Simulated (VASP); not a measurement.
Level of theory: r2SCAN+rVV10, VASP's PBE PAW potentials (set 64) (plane waves; VASP).

VASP input:

File POSCAR:
```
GdN
1
    0.0000000000     2.5254620369     2.5254620369
    2.5254620369     0.0000000000     2.5254620369
    2.5254620369     2.5254620369     0.0000000000
Gd N
1 1
Direct
  0.0000000000   0.0000000000   0.0000000000
  0.5000000000   0.5000000000   0.5000000000
```

### KPOINTS
```
Automatic mesh
0
Gamma
9 9 9
0 0 0
```

**INCAR**
```
ALGO = Normal
BPARAM = 11.95
CPARAM = 0.0093
EDIFF = 1E-7
ENCUT = 520
ISIF = 2
ISMEAR = 0
LASPH = .TRUE.
LCHARG = .FALSE.
LMAXMIX = 6
LMIXTAU = .TRUE.
LREAL = .FALSE.
LUSE_VDW = .TRUE.
LWAVE = .FALSE.
METAGGA = R2SCAN
NELM = 100
PREC = Accurate
SIGMA = 0.05
SYSTEM = GdN
```

POTCAR, in this order: Gd_3 N (PBE.64 set). Program: vasp_std.

The resulting files:

File OSZICAR:
```
       N       E                     dE             d eps       ncg     rms          rms(c)
DAV:   1     0.145818816952E+02    0.14582E+02   -0.70453E+03   778   0.122E+03
DAV:   2    -0.449492208350E+02   -0.59531E+02   -0.53573E+02   978   0.233E+02
DAV:   3    -0.483717750950E+02   -0.34226E+01   -0.33989E+01  1077   0.457E+01
DAV:   4    -0.484229248648E+02   -0.51150E-01   -0.51105E-01  1026   0.484E+00
DAV:   5    -0.484235909687E+02   -0.66610E-03   -0.66601E-03  1028   0.460E-01    0.271E+01
DAV:   6    -0.429365676897E+02    0.54870E+01   -0.14610E+01   967   0.254E+01    0.221E+01
DAV:   7    -0.431012505072E+02   -0.16468E+00   -0.81599E-01   900   0.829E+00    0.143E+01
DAV:   8    -0.433885321309E+02   -0.28728E+00   -0.46758E-01   815   0.847E+00    0.228E+00
DAV:   9    -0.431816796256E+02    0.20685E+00   -0.28761E-01   782   0.725E+00    0.154E+00
DAV:  10    -0.432283310543E+02   -0.46651E-01   -0.44732E-02   936   0.179E+00    0.266E-01
DAV:  11    -0.432253225027E+02    0.30086E-02   -0.49564E-03   920   0.650E-01    0.160E-01
DAV:  12    -0.432294068558E+02   -0.40844E-02   -0.42751E-03   856   0.637E-01    0.135E-01
DAV:  13    -0.432300673303E+02   -0.66047E-03   -0.72265E-04   866   0.289E-01    0.349E-02
DAV:  14    -0.432300390087E+02    0.28322E-04   -0.10373E-04   950   0.856E-02    0.183E-02
DAV:  15    -0.432301368247E+02   -0.97816E-04   -0.55081E-05   806   0.877E-02    0.806E-03
DAV:  16    -0.432300891621E+02    0.47663E-04   -0.15527E-05   865   0.342E-02    0.104E-02
DAV:  17    -0.432301212936E+02   -0.32131E-04   -0.24868E-06   872   0.207E-02    0.479E-03
DAV:  18    -0.432301151263E+02    0.61673E-05   -0.88374E-07   907   0.640E-03    0.883E-04
DAV:  19    -0.432301170724E+02   -0.19461E-05   -0.38867E-08   490   0.266E-03    0.277E-04
DAV:  20    -0.432301164690E+02    0.60340E-06   -0.65476E-09   436   0.101E-03    0.575E-04
DAV:  21    -0.432301164423E+02    0.26700E-07   -0.10463E-08   424   0.691E-04
   1 F= -.43230116E+02 E0= -.43230116E+02  d E =-.300781E-11
```

File OUTCAR:
```
------------------------ aborting loop because EDIFF is reached ----------------------------------------
  FORCE on cell =-STRESS in cart. coord.  units (eV):
  Direction    XX          YY          ZZ          XY          YZ          ZX
  --------------------------------------------------------------------------------------
  Total       -1.7860436     -1.7860436     -1.7860436      0.0000000      0.0000000      0.0000000
  in kB      -88.8280459    -88.8280459    -88.8280459      0.0000000      0.0000000      0.0000000
  external PRESSURE =     -88.8280459 kB  Pullay stress =       0.0000000 kB
  volume of cell :       32.21
      direct lattice vectors                 reciprocal lattice vectors
     0.000000000  2.525462037  2.525462037    -0.197983574  0.197983574  0.197983574
     2.525462037  0.000000000  2.525462037     0.197983574 -0.197983574  0.197983574
     2.525462037  2.525462037  0.000000000     0.197983574  0.197983574 -0.197983574
 POSITION                                       TOTAL-FORCE (eV/Angst)
 -----------------------------------------------------------------------------------
      0.00000      0.00000      0.00000         0.000000      0.000000      0.000000
      2.52546      2.52546      2.52546        -0.000000     -0.000000     -0.000000
 -----------------------------------------------------------------------------------
    total drift:                                0.000000      0.000000      0.000000
  FREE ENERGIE OF THE ION-ELECTRON SYSTEM (eV)
  ---------------------------------------------------
  free  energy   TOTEN  =       -43.2301164423 eV

  energy  without entropy=      -43.2301164423  energy(sigma->0) =      -43.23011644
```
(Selected blocks of OUTCAR.)

The 4f electrons are frozen in the core of the lanthanide potential, so 4f levels, which can set the real gap, and their magnetism are missing.

The compound is GdN in the rock salt structure. This cell is one point of a volume scan, at 1.06 of the reference volume.
